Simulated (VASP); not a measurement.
# EuMg2Fe (P-3m1) in VASP: single point with PBE

Aim: the single point of EuMg2Fe with PBE.

Program: VASP 6.6.1. These are calculated values, not measurements. Logs are shortened: lines on timing, memory, paths and dates and some standing lists are left out, and cuts for length are marked.

### 1 Starting point

It takes space group P-3m1 (No. 164, trigonal). The conventional cell has a = 4.842 Å, b = 4.842 Å, c = 5.138 Å, α = 90.00°, β = 90.00°, γ = 120.00°. Eu (site symmetry -3m) is surrounded by 2 Fe at 2.57 Å. Fe (site symmetry -3m) is surrounded by 2 Eu at 2.57 Å and 6 Mg at 2.80 Å. Around Mg (site symmetry 3m) lie 3 Fe at 2.80 Å and 3 Mg at 2.80 Å.

The cell comes from a database or a generator and needn't be the stable form of this composition.

### 2 Single point, PBE, collinear spin, ferromagnetic start

File INCAR:

```
SYSTEM = EuMg2Fe
PREC = Accurate
ENCUT = 520
EDIFF = 1E-6
ISMEAR = 0
SIGMA = 0.02
LREAL = .FALSE.
LASPH = .TRUE.
NELM = 150
ALGO = Fast
ISIF = 2
LWAVE = .FALSE.
LCHARG = .FALSE.
ISPIN = 2
MAGMOM = 7 3 0 0
LORBIT = 11
LMAXMIX = 6
GGA = PE
NBANDS = 36
```

File KPOINTS:

```
Automatic mesh
0
G
  6 6 5
  0 0 0
```

File POSCAR:

```
EuMg2Fe
1.0
    4.8417656924      0.0000000000      0.0000000000
   -2.4208828462      4.1930920888      0.0000000000
    0.0000000000      0.0000000000      5.1378410000
Eu Fe Mg
1 1 2
Direct
    0.0000000000      0.0000000000      0.5000000000
    0.0000000000      0.0000000000      0.0000000000
    0.3333333333      0.6666666667      0.0215600000
    0.6666666667      0.3333333333      0.9784400000
```

Potentials or basis: VASP PAW PBE potentials, release 64 (Eu, Fe_pv, Mg_pv).

On the command line:

```console
cat potpaw_PBE.64/Eu/POTCAR potpaw_PBE.64/Fe_pv/POTCAR potpaw_PBE.64/Mg_pv/POTCAR > POTCAR
mpirun -np 1 vasp_std > vasp.out
```

OUTCAR:

```text
SYSTEM = EuMg2Fe
   PREC = Accurate
   ENCUT = 520
   EDIFF = 1E-6
   ISMEAR = 0
   LREAL = .FALSE.
   LASPH = .TRUE.
   NELM = 150
   ISIF = 2
   ISPIN = 2
   LORBIT = 11
   GGA = PE

 ion  position               nearest neighbor table
   1  0.000  0.000  0.500-   2 2.57   2 2.57
   2  0.000  0.000  0.000-   1 2.57   1 2.57
   3  0.333  0.667  0.022-
   4  0.667  0.333  0.978-

  LATTYP: Found a hexagonal cell.
 ALAT       =     4.8417656924
 C/A-ratio  =     1.0611502758

  Lattice vectors:

 A1 = (   4.8417656924,   0.0000000000,   0.0000000000)
 A2 = (  -2.4208828462,   4.1930920888,   0.0000000000)
 A3 = (   0.0000000000,   0.0000000000,   5.1378410000)

Analysis of symmetry for initial positions (statically):
=====================================================================
 Subroutine PRICEL returns:
 Original cell was already a primitive cell.

 Routine SETGRP: Setting up the symmetry group for a
 hexagonal supercell.

 Subroutine GETGRP returns: Found 12 space group operations
 (whereof 12 operations were pure point group operations)
 out of a pool of 24 trial point group operations.

The static configuration has the point symmetry D_3d.

Analysis of symmetry for dynamics (positions and initial velocities):
=====================================================================
 Subroutine PRICEL returns:
 Original cell was already a primitive cell.

 Routine SETGRP: Setting up the symmetry group for a
 hexagonal supercell.

 Subroutine GETGRP returns: Found 12 space group operations
 (whereof 12 operations were pure point group operations)
 out of a pool of 24 trial point group operations.

The dynamic configuration has the point symmetry D_3d.

Analysis of structural, dynamic, and magnetic symmetry:
=====================================================================
 Subroutine PRICEL returns:
 Original cell was already a primitive cell.

 Routine SETGRP: Setting up the symmetry group for a
 hexagonal supercell.

 Subroutine GETGRP returns: Found 12 space group operations
 (whereof 12 operations were pure point group operations)
 out of a pool of 24 trial point group operations.
[... 130 lines left out ...]
   GGA     = PE    functional components
   LHFCALC =     F    Hartree Fock is set to
   AEXX    =    0.0000 exact exchange contribution
   IVDW    =     0    specifies the selected vdW correction
   LEPSILON=     F    determine dielectric tensor
   LRPA    =     F    only Hartree local field effects (RPA)
 spin polarized calculation
 RMM-DIIS sequential band-by-band and
 Gauss-broadening in eV      SIGMA  =   0.02
  energy-cutoff  :      520.00
  volume of cell :      104.31
 maximum number of plane-waves:      2830
   NGX = 17   NGY = 17   NGZ = 19

 number of electron      47.0000000 magnetization      10.0000000

 number of electron      47.0000041 magnetization       7.9460213

 Free energy of the ion-electron system (eV)
  ---------------------------------------------------
  ext. energy  EPLUGINS =         0.00000000
  ---------------------------------------------------
  free energy    TOTEN  =       -21.39430729 eV

  energy without entropy =      -21.39192572  energy(sigma->0) =      -21.39311651

 E-fermi :   2.3294     XC(G=0):  -9.0400

 val. band max:        2.3246372450   @ k =   0.1667  -0.0000   0.0000
 cond. band min:       2.3390457588   @ k =   0.1667   0.1667   0.4000
 fundamental gap:      0.0144085138
 Fermi energy:         2.3294068493

 spin component 1

 k-point     1 :       0.0000    0.0000    0.0000
  band No.  band energies     occupation
      1     -50.4763      1.00000
      2     -50.4762      1.00000
      3     -50.3572      1.00000
      4     -39.7110      1.00000
      5     -39.7017      1.00000
      6     -39.6778      1.00000
[... 901 lines left out ...]
     34       7.0071      0.00000
     35       7.5168      0.00000

 [... further k-points ...]

 spin component 2

 k-point     1 :       0.0000    0.0000    0.0000
  band No.  band energies     occupation
      1     -49.4941      1.00000
      2     -49.2457      1.00000
      3     -49.2457      1.00000
      4     -39.7203      1.00000
      5     -39.7109      1.00000
      6     -39.6902      1.00000
[... 901 lines left out ...]
     34       7.4162      0.00000
     35       7.6931      0.00000

 [... further k-points ...]

 [bands above 35 left out]

------------------------ aborting loop because EDIFF is reached ----------------------------------------

  FORCE on cell =-STRESS in cart. coord.  units (eV):
  Direction    XX          YY          ZZ          XY          YZ          ZX
  --------------------------------------------------------------------------------------
  -------------------------------------------------------------------------------------
  Total       -1.2721381     -1.2721381     -1.6609338     -0.0000000      0.0000000      0.0000000
  in kB      -19.5400661    -19.5400661    -25.5119748     -0.0000000      0.0000000      0.0000000
  external PRESSURE =     -21.5307023 kB  Pullay stress =       0.0000000 kB

 VOLUME and BASIS-vectors are now :
 -----------------------------------------------------------------------------
  energy-cutoff  :      520.00
  volume of cell :      104.31
      direct lattice vectors                 reciprocal lattice vectors
     4.841765692  0.000000000  0.000000000     0.206536223  0.119243744  0.000000000
    -2.420882846  4.193092089  0.000000000     0.000000000  0.238487488  0.000000000
     0.000000000  0.000000000  5.137841000     0.000000000  0.000000000  0.194634283

 POSITION                                       TOTAL-FORCE (eV/Angst)
 -----------------------------------------------------------------------------------
      0.00000      0.00000      2.56892         0.000000      0.000000      0.000000
      0.00000      0.00000      0.00000         0.000000      0.000000      0.000000
     -0.00000      2.79539      0.11077        -0.000000      0.000000     -0.060916
      2.42088      1.39770      5.02707        -0.000000      0.000000      0.060916
 -----------------------------------------------------------------------------------
    total drift:                                0.000000      0.000000     -0.000000

  FREE ENERGIE OF THE ION-ELECTRON SYSTEM (eV)
  ---------------------------------------------------
  free  energy   TOTEN  =       -21.3943072936 eV

  energy  without entropy=      -21.3919257225  energy(sigma->0) =      -21.39311651

 total charge

# of ion       s       p       d       f       tot
--------------------------------------------------
    1        2.059   5.698   0.486   6.575  14.818
    2        0.394   6.174   6.248   0.000  12.816
    3        0.222   6.095   0.016   0.000   6.332
    4        0.222   6.095   0.016   0.000   6.332
--------------------------------------------------
tot          2.896  24.062   6.765   6.575  40.298

 magnetization (x)

# of ion       s       p       d       f       tot
--------------------------------------------------
    1       -0.005  -0.095   0.084   6.526   6.510
    2        0.023   0.028   1.025   0.000   1.075
    3       -0.010  -0.006   0.001   0.000  -0.015
    4       -0.010  -0.006   0.001   0.000  -0.015
--------------------------------------------------
tot         -0.002  -0.079   1.110   6.526   7.555
```

Run time: 29 min. Hardware: 1 thread of Intel Xeon Platinum 8259CL at 2.50GHz (Skylake/Cascade Lake), shared host; peak memory 0.4 GiB.

What came out:

```
Free energy                                           : -21.3943 eV
Pressure                                              : -2.2 GPa
Largest force                                         : 0.061 eV/Å
Band gap on the k mesh                                : none (metal or under the smearing width)
Net moment                                            : 7.95 μB per cell
Site moments                                          : Eu +6.51; Fe +1.07; Mg -0.01 μB
Valence electrons inside the program's atomic spheres : Eu 14.82; Fe 12.82; Mg 6.33
```

Forces on the atoms (eV/Å):
```
Eu   0.000  0.000  0.000
Fe   0.000  0.000  0.000
Mg   0.000  0.000 -0.061
Mg   0.000  0.000  0.061
```

Stress tensor (GPa, compression positive):
```
-1.95  0.00  0.00
 0.00 -1.95  0.00
 0.00  0.00 -2.55
```

Caveat: spin-orbit coupling is left out, which moves the levels of the heavy elements; without U or exact exchange the open f shell lies at the Fermi level, which spoils levels, moments and volumes. The state reached can hang on the start; a lower one may exist.
